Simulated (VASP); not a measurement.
Here is the system:

```
AlN
1.0
    1.62734    -2.81864     0.00000
    1.62734     2.81864     0.00000
    0.00000     0.00000     5.21553
Al N
2 2
Cartesian
  1.62734  -0.93955   2.61054
  1.62734   0.93955   0.00277
  1.62734  -0.93955   4.59732
  1.62734   0.93955   1.98956
```

Method: PBE GGA, VASP's PBE PAW potentials (set 64) (plane waves; VASP). Numerical set-up: 600 eV cut-off, 10×10×6 Γ-centred mesh, Gaussian smearing of 0.050 eV, potentials Al N.

Task: Estimate the energy per atom (σ→0), pressure.

Result: 
```json
{
  "energy per atom (σ→0)": "-7.363 eV/atom",
  "pressure": "-18.27 GPa"
}
```

The compound is AlN in the wurtzite structure. This cell was strained or had an atom moved on purpose. Symmetry was kept, so distortions that lower it aren't found.
